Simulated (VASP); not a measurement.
```
Rh
1.0
    0.00000     1.90000     1.90000
    1.90000     0.00000     1.90000
    1.90000     1.90000     0.00000
Rh
1
Direct
  0.00000   0.00000   0.00000
```

The numbers are results of r2SCAN meta-GGA, VASP's PBE PAW potentials (set 64) (plane waves; VASP), not measurements. Run with 480 eV cut-off, 16×16×16 Γ-centred mesh, first-order Methfessel-Paxton smearing of 0.10 eV, potentials Rh_pv.

Energy and stress use the plane-wave basis of the starting cell.

Task: The ions, cell shape and volume at an external pressure of 15.0 GPa are relaxed. Predict the relaxed structure.

Result: 
```
Rh
1.0
    0.00000     1.87309     1.87309
    1.87309     0.00000     1.87309
    1.87309     1.87309     0.00000
Rh
1
Direct
  0.00000   0.00000   0.00000
```
Space group Fm-3m (225), at a tolerance of 0.03 Å.

Task: How do energy and volume change from the first to the last step?

Result: The energy (σ→0) changes by +28.1 meV/atom and the volume by -4.2 %, in 7 ionic steps.

The compound is Rh in the fcc structure. This run relaxes it under an external pressure of 15 GPa. Symmetry was kept, so distortions that lower it aren't found.
